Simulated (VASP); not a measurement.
NbWS4:

```
CELL_PARAMETERS angstrom
4.56592 0.00000 0.00000
-2.28296 3.95420 0.00000
0.00000 0.00000 7.62659
ATOMIC_POSITIONS crystal
Nb 0.00000 0.00000 0.50000
W 0.66667 0.33333 0.50000
S 0.33333 0.66667 0.18325
S 0.33333 0.66667 0.81675
S 0.33333 0.66667 0.50000
S 0.00000 0.00000 0.00000
```

The cell was built by a generator and needn't be a form met in nature.

- Program: VASP 6.6.1
- Task: relaxation of cell and atoms
- Functional: PBE
- Potentials or basis: VASP PAW PBE potentials, release 64 (Nb_sv, W_sv, S)
- Cutoff: 520 eV
- k mesh: 4 × 4 × 2
- Occupations: gaussian, width 0.15 eV
- Spin: no spin polarisation

At the start: pressure -6.1 GPa; volume 22.95 Å³/atom.

Task: How do energy, volume and symmetry change on relaxing?

Result: Over 9 steps the energy falls by 53.6 meV/atom and the volume is 21.51 Å³/atom (-6.3 %); space group P-6m2 (No. 187, to 0.05 Å).

The path:
| step | energy change (eV) | largest force (eV/Å) | pressure (GPa) | volume (Å³) |
| --- | --- | --- | --- | --- |
| 1 | 0.0000 | 0.7354 | -6.13 | 137.69 |
| 2 | -0.1449 | 0.5524 | 5.65 | 120.89 |
| 3 | -0.2525 | 0.6582 | 0.22 | 127.06 |
| 4 | -0.2920 | 0.4436 | 0.24 | 126.67 |
| 5 | -0.3123 | 0.0691 | 0.43 | 126.17 |
| 6 | -0.3165 | 0.0838 | -0.05 | 127.32 |
| 7 | -0.3170 | 0.0849 | -0.60 | 128.49 |
| 8 | -0.3189 | 0.0721 | -0.62 | 128.64 |
| 9 | -0.3215 | 0.0638 | -0.42 | 129.09 |

Final structure:
```cif
data_structure
_symmetry_space_group_name_H-M 'P 1'
_symmetry_Int_Tables_number 1
_cell_length_a 4.4377
_cell_length_b 4.4377
_cell_length_c 7.5687
_cell_angle_alpha 90.000
_cell_angle_beta 90.000
_cell_angle_gamma 120.000
_cell_volume 129.09
loop_
_atom_site_label
_atom_site_type_symbol
_atom_site_fract_x
_atom_site_fract_y
_atom_site_fract_z
_atom_site_occupancy
Nb1 Nb 0.00000 0.00000 0.50000 1
W1 W 0.66667 0.33333 0.50000 1
S1 S 0.33333 0.66667 0.19921 1
S2 S 0.33333 0.66667 0.80079 1
S3 S 0.33333 0.66667 0.50000 1
S4 S 0.00000 0.00000 0.00000 1
```

Caveat: the k mesh is coarse (spacing up to 0.41 Å⁻¹), so the values aren't converged.
